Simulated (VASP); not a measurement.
An input for Quantum ESPRESSO's pw.x (written as the equivalent of a VASP run, and not itself run):

```
&CONTROL
  calculation = 'vc-relax'
  pseudo_dir = './pseudo'
  outdir = './out'
  tprnfor = .true.
  tstress = .true.
  nstep = 60
  forc_conv_thr = 0.00039
/
&SYSTEM
  ibrav = 0
  nat = 2
  ntyp = 2
  ecutwfc = 84
  occupations = 'smearing'
  smearing = 'gaussian'
  degauss = 0.003675
  input_dft = 'vdw-df2'
/
&ELECTRONS
  conv_thr = 7.3e-08
  electron_maxstep = 100
/
&IONS
/
&CELL
/
ATOMIC_SPECIES
  Ga 69.723 Ga.upf
  N 14.007 N.upf
CELL_PARAMETERS angstrom
     0.0000000    2.2600000    2.2600000
     2.2600000    0.0000000    2.2600000
     2.2600000    2.2600000    0.0000000
ATOMIC_POSITIONS crystal
  Ga   0.0000000  0.0000000  0.0000000
  N    0.2500000  0.2500000  0.2500000
K_POINTS automatic
  9 9 9 0 0 0
```

### Question
Translate this input to VASP (INCAR, KPOINTS, POSCAR, choice of POTCAR).

### Answer
One answer among several that fit: 
INCAR:
```
SYSTEM=GaN
PREC=Accurate; ENCUT=520; LREAL=.FALSE.
LASPH=.TRUE.
EDIFF=1E-6; NELM=100; ALGO=Normal
LMAXMIX=4
ISMEAR=0; SIGMA=0.05
GGA=ML; LUSE_VDW=.TRUE.; AGGAC=0.0
ZAB_VDW=-1.8867
IBRION=2; NSW=60; ISIF=3
EDIFFG=-0.01
LWAVE=.FALSE.; LCHARG=.FALSE.
```

### POSCAR
```
GaN
1
    0.0000000000     2.2600000000     2.2600000000
    2.2600000000     0.0000000000     2.2600000000
    2.2600000000     2.2600000000     0.0000000000
Ga N
1 1
Direct
  0.0000000000   0.0000000000   0.0000000000
  0.2500000000   0.2500000000   0.2500000000
```

File KPOINTS:
```
Automatic mesh
0
Gamma
9 9 9
0 0 0
```

POTCAR, in this order: Ga_d N (PBE.64 set). Program: vasp_std.

What does not carry over: the potentials are each code's own (VASP's PAW set, PseudoDojo norm-conserving files in pw.x), so ENCUT and ecutwfc are chosen apart and not converted; conv_thr bounds pw.x's estimated SCF error, while EDIFF bounds the energy change between steps; forc_conv_thr acts on force components and is met together with etot_conv_thr.

The compound is GaN in the zinc blende structure, a metastable form; wurtzite is the usual one. This run relaxes it. Symmetry was kept, so distortions that lower it aren't found.
